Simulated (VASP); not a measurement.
Al: single point with r2SCAN

The system is Al.

```xyz
1
Lattice="0.0000 2.0133 2.0133 2.0133 0.0000 2.0133 2.0133 2.0133 0.0000" Properties=species:S:1:pos:R:3 pbc="T T T"
Al    0.0000    0.0000    0.0000
```

The cell isn't the ideal one: a relaxed cell with its volume scaled by 1.03.

| Item | Value |
| --- | --- |
| Program | VASP 6.6.1 |
| Task | single point |
| Functional | r2SCAN |
| Potentials or basis | VASP PAW PBE potentials, release 64 (Al) |
| Cutoff | 520 eV |
| k mesh | 18 × 18 × 18 |
| Occupations | gaussian, width 0.1 eV |
| Spin | no spin polarisation |

```json
{
  "Pressure": "-2.5 GPa",
  "Band gap on the k mesh": "none (metal or under the smearing width)"
}
```

Levels at points of the mesh, in eV from the Fermi level:
| k point | band 1 | band 2 | band 3 | band 4 | band 5 | band 6 |
| --- | --- | --- | --- | --- | --- | --- |
| (0.00, 0.00, 0.00) | -11.92 | 13.38 | 13.38 | 13.38 | 15.37 | 15.37 |
| (0.50, 0.00, 0.00) | -5.05 | -4.55 | 12.13 | 12.13 | 12.44 | 12.44 |
| (0.50, 0.50, 0.00) | -3.19 | -1.66 | 5.47 | 6.05 | 6.05 | 10.01 |

Wall time 2.9 min on 1 thread of AMD EPYC 9R14 (Zen 4), with other jobs on the host, peak memory 0.11 GiB.

Caveat: the PAW data sets were made with another functional, which shifts forces and pressure a little.
